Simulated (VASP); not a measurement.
A convergence study with VASP on C (diamond): a few settings are varied, all else stays as given below, so the limit is that of these other settings. The cell's lengths are 1 % over those of the tabulated start and one atom is moved, so it is off equilibrium.

```yaml
crystal:
  lattice:
    - [0.00000, 1.80133, 1.80133]
    - [1.80133, 0.00000, 1.80133]
    - [1.80133, 1.80133, 0.00000]
  atoms:
    - { symbol: C, position: [0.00000, 0.00000, 0.00000] }
    - { symbol: C, position: [0.23318, 0.26682, 0.26682] }
```

Level of theory: LDA (Ceperley-Alder, Perdew-Zunger), VASP's LDA PAW potentials (set 64) (plane waves; VASP). The last row used: 700 eV cut-off, 10×10×10 Γ-centred mesh, Gaussian smearing of 0.050 eV, potentials C.

```tsv
setting	E (eV/atom)	pressure (GPa)	largest force (eV/Å)	electronic steps
ALGO = Normal, EDIFF = 1E-2	-10.0731	-23.32	2.063	8
ALGO = Normal, EDIFF = 1E-3	-10.0731	-23.26	2.063	8
ALGO = Normal, EDIFF = 1E-4	-10.0731	-23.35	2.065	9
ALGO = Normal, EDIFF = 1E-5	-10.0731	-23.35	2.065	9
ALGO = Normal, EDIFF = 1E-6	-10.0731	-23.36	2.065	11
ALGO = Normal, EDIFF = 1E-8	-10.0731	-23.36	2.065	12
ALGO = Normal, EDIFF = 1E-9	-10.0731	-23.36	2.065	12
ALGO = Fast, EDIFF = 1E-2	-10.0732	-20.20	2.064	8
ALGO = Fast, EDIFF = 1E-3	-10.0731	-23.66	2.065	9
ALGO = Fast, EDIFF = 1E-4	-10.0732	-22.90	2.066	10
ALGO = Fast, EDIFF = 1E-5	-10.0731	-23.36	2.065	12
ALGO = Fast, EDIFF = 1E-6	-10.0731	-23.37	2.065	13
ALGO = Fast, EDIFF = 1E-7	-10.0731	-23.37	2.065	14
ALGO = Fast, EDIFF = 1E-8	-10.0731	-23.37	2.065	15
ALGO = Fast, EDIFF = 1E-9	-10.0731	-23.36	2.065	16
ALGO = All, EDIFF = 1E-2	-10.0730	-23.57	2.065	9
ALGO = All, EDIFF = 1E-3	-10.0731	-23.35	2.065	10
ALGO = All, EDIFF = 1E-4	-10.0731	-23.36	2.065	11
ALGO = All, EDIFF = 1E-5	-10.0731	-23.36	2.065	12
ALGO = All, EDIFF = 1E-6	-10.0731	-23.36	2.065	12
ALGO = All, EDIFF = 1E-7	-10.0731	-23.36	2.065	13
ALGO = All, EDIFF = 1E-8	-10.0731	-23.36	2.065	14
ALGO = All, EDIFF = 1E-9	-10.0731	-23.36	2.065	15
```

Left out are rungs that failed or repeat a setting and relaxations that didn't move; long series are thinned to 24 rows.

The compound is C in the diamond structure. The cell was not relaxed at this level, it is distorted from the ideal structure.
